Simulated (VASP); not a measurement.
Given:

```yaml
crystal:
  lattice:
    - [0.00000, 2.94258, 2.94258]
    - [2.94258, 0.00000, 2.94258]
    - [2.94258, 2.94258, 0.00000]
  atoms:
    - { symbol: Al, position: [0.25000, 0.25000, 0.25000] }
    - { symbol: Al, position: [0.75000, 0.75000, 0.75000] }
    - { symbol: Pt, position: [0.00000, 0.00000, 0.00000] }
```

Method: PBE GGA with D4 dispersion, VASP's PBE PAW potentials (set 64) (plane waves; VASP 6.6.1). Run with 520 eV cut-off, Gaussian smearing of 0.050 eV, potentials Al Pt.

Q: Give the energies of bands 1 to 11 at the high-symmetry points, in eV from the Fermi level.

A: 
```
band       Γ      X      U      L      W
----  ------  -----  -----  -----  -----
1     -10.33  -6.36  -6.54  -7.98  -6.08
2      -5.13  -6.16  -5.98  -6.17  -6.08
3      -5.13  -5.88  -5.65  -4.81  -5.46
4      -5.13  -3.84  -4.37  -4.81  -5.18
5      -3.76  -3.84  -4.03  -3.76  -3.84
6      -3.76  -3.47  -3.70  -3.53  -3.31
7       3.04  -3.25  -3.09  -3.53  -2.82
8       3.82  -1.64  -2.03   1.01  -2.82
9       3.82  -1.64  -0.63   1.01  -0.91
10      3.82   3.22   3.34   3.79   5.25
11      5.47   3.39   5.45   5.20   5.25
```

It has no gap at this level: it comes out as a metal or semimetal.

The compound is PtAl2 in the fluorite structure. It was relaxed first.
